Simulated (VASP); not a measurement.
```
CELL_PARAMETERS angstrom
      0.00000     2.84823     2.84823
      2.84823     0.00000     2.84823
      2.84823     2.84823     0.00000
ATOMIC_POSITIONS crystal
  Al 0.00000 0.00000 0.00000
  As 0.25000 0.25000 0.25000
```

Level of theory: vdW-DF-cx, VASP's PBE PAW potentials (set 64) (plane waves; VASP 6.6.1). Numerical set-up: 520 eV cut-off, Gaussian smearing of 0.050 eV, potentials Al As.

### Question
Give the energies of bands 2 to 7 at the high-symmetry points, in eV from the valence-band maximum.

### Answer

| band | Γ | X | U | L | W |
|---|---|---|---|---|---|
| 2 | 0.00 | -5.34 | -5.09 | -5.48 | -5.00 |
| 3 | 0.00 | -2.13 | -3.35 | -0.81 | -3.12 |
| 4 | 0.00 | -2.13 | -1.77 | -0.81 | -2.77 |
| 5 | 1.92 | 1.41 | 2.21 | 2.09 | 4.27 |
| 6 | 4.26 | 2.29 | 4.92 | 4.65 | 5.57 |
| 7 | 4.26 | 10.19 | 8.08 | 4.65 | 5.62 |

The gap is indirect, 1.41 eV, from the valence maximum at Γ to the conduction minimum at X.

Measured: gap 2.28 eV (computed value off by -0.87 eV), as given by Wei Chen et al., Physical Review Materials (2018), doi:10.1103/physrevmaterials.2.073803 [zero-point renormalisation of 0.04 eV added back (the table's ZPR column)].

The compound is AlAs in the zinc blende structure. It was relaxed first.
